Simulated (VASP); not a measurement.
Here is the system:

```
Al3Sc
1.0
    4.14770     0.00000     0.00000
    0.00000     4.14770     0.00000
    0.00000     0.00000     4.14770
Sc Al
1 3
Direct
  0.00000   0.00000   0.00000
  0.00000   0.50000   0.50000
  0.50000   0.00000   0.50000
  0.50000   0.50000   0.00000
```

Calculation: PBE GGA, VASP's PBE PAW potentials (set 64) (plane waves; VASP). Run with 520 eV cut-off, 8×8×8 Γ-centred mesh, first-order Methfessel-Paxton smearing of 0.10 eV, potentials Sc_sv Al.

### Question
Give the stress tensor in GPa (positive for a compressed cell).

### Answer

```
-2.41   0.00   0.00
 0.00  -2.41   0.00
 0.00   0.00  -2.41
```
The pressure is its mean diagonal, -2.41 GPa.

The compound is Al3Sc in the L1_2 structure. This cell is one point of a volume scan, at 1.03 of the reference volume.
